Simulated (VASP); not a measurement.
VASP 6.6.1 run: LaN

INCAR

```
LWAVE = .FALSE.
NSW = 0
IBRION = -1
BMIX = 0.0001
NBANDS = 15
GGA = PS
ISMEAR = 0
ENCUT = 520
LREAL = .FALSE.
LCHARG = .FALSE.
ISIF = 2
AMIX = 0.2
EDIFF = 1E-7
PREC = Accurate
NELM = 120
SIGMA = 0.01
LASPH = .TRUE.
```

KPOINTS

```
KPOINTS created by Atomic Simulation Environment
0
Gamma
8 8 8
0 0 0
```

POSCAR

```
La N
 1.0000000000000000
    -0.0000000000000000    2.8023844609347810    2.8023844609347810
     2.8023844609347810    0.0000000000000000    2.8023844609347810
     2.8023844609347810    2.8023844609347810    0.0000000000000000
 La  N
   1   1
Cartesian
  0.0000000000000000  0.0000000000000000 -0.0000000000000000
  1.4011922304673903  1.4011922304673903  1.4011922304673903
```

The recommended PBE PAW datasets give the neutral cell 16 valence electrons.

Command

```
mpirun -np 1 vasp_std
```

**Question.** Predict the outcome of this run.

**Answer.** It converged. Results: gap between bands v and c on the k mesh 1.07 eV; least direct gap on the k mesh 2.17 eV; pressure -2.8 GPa. Band v is the last that the valence electrons fill when counted band by band, and c is the next.

OSZICAR

```
N       E                     dE             d eps       ncg     rms          rms(c)
DAV:   1     0.141512692673E+03    0.14151E+03   -0.59787E+03   886   0.150E+03
DAV:   2     0.417154485801E+01   -0.13734E+03   -0.12057E+03  1075   0.225E+02
DAV:   3    -0.191235464361E+02   -0.23295E+02   -0.22119E+02  1338   0.116E+02
DAV:   4    -0.198611596642E+02   -0.73761E+00   -0.73276E+00  1439   0.195E+01
DAV:   5    -0.199087893751E+02   -0.47630E-01   -0.47616E-01  1233   0.480E+00    0.101E+01
DAV:   6    -0.167949743992E+02    0.31138E+01   -0.98377E+00  1508   0.180E+01    0.425E+00
DAV:   7    -0.166229329242E+02    0.17204E+00   -0.22650E+00  1425   0.787E+00    0.337E+00
DAV:   8    -0.166774130178E+02   -0.54480E-01   -0.18025E+00  1558   0.102E+01    0.239E+00
DAV:   9    -0.165487594262E+02    0.12865E+00   -0.36567E-01  1424   0.366E+00    0.109E+00
DAV:  10    -0.165466517739E+02    0.21077E-02   -0.21361E-02  1557   0.118E+00    0.909E-01
DAV:  11    -0.165301880802E+02    0.16464E-01   -0.12096E-01  1653   0.265E+00    0.906E-02
DAV:  12    -0.165305568204E+02   -0.36874E-03   -0.43640E-03  1510   0.508E-01    0.953E-02
DAV:  13    -0.165303139991E+02    0.24282E-03   -0.79877E-04  1580   0.218E-01    0.292E-02
DAV:  14    -0.165303172892E+02   -0.32902E-05   -0.20723E-04  1653   0.973E-02    0.147E-02
DAV:  15    -0.165303174014E+02   -0.11214E-06   -0.77174E-06  1310   0.222E-02    0.135E-02
DAV:  16    -0.165303258450E+02   -0.84436E-05   -0.16687E-05  1244   0.320E-02    0.125E-02
DAV:  17    -0.165303258596E+02   -0.14616E-07   -0.18409E-05  1647   0.367E-02    0.843E-03
DAV:  18    -0.165303258588E+02    0.77762E-09   -0.27115E-07  1044   0.436E-03
   1 F= -.16530326E+02 E0= -.16530326E+02  d E =-.332441E-12
```

Standard output (part)

```
POSCAR found type information on POSCAR LaN
 POSCAR found :  2 types and       2 ions
 LDA part: xc-table for (Slater+PW92), standard interpolation
 POSCAR, INCAR and KPOINTS ok, starting setup
 WAVECAR not read
 entering main loop
```

For comparison, a separate PBEsol run of the intended cell, on usual settings and not on those above, gives a gap of 1.07 eV on its mesh and a pressure of -2.8 GPa.
